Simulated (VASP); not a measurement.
```
AlNi3
1.0
    3.56409     0.00000     0.00000
    0.00000     3.56409     0.00000
    0.00000     0.00000     3.56409
Al Ni
1 3
Cartesian
  0.00000   0.00000   0.00000
  0.00000   1.78205   1.78205
  1.78205   0.00000   1.78205
  1.78205   1.78205   0.00000
```

Level of theory: PBE GGA with spin-orbit coupling, VASP's PBE PAW potentials (set 64) (plane waves; VASP 6.6.1). Numerical set-up: 400 eV cut-off, 8×8×8 Γ-centred mesh, Gaussian smearing of 0.050 eV, potentials Al Ni. Starting moments (MAGMOM): 0 0 -0.0 0 0 0.3 0 0 0.3 0 0 0.3.

**Question.** Predict the energy per atom (σ→0), band gap (over mesh and band path) with the smallest direct gap where there is one.

**Answer.** 
| Property | Result |
|---|---|
| band gap (over mesh and band path) | none (metal, semimetal or under 0.01 eV) |
| energy per atom (σ→0) | -5.481 eV/atom |

The absolute energy has meaning only against runs of the same code, potentials and settings.

The compound is Ni3Al in the L1_2 structure. It was relaxed first.
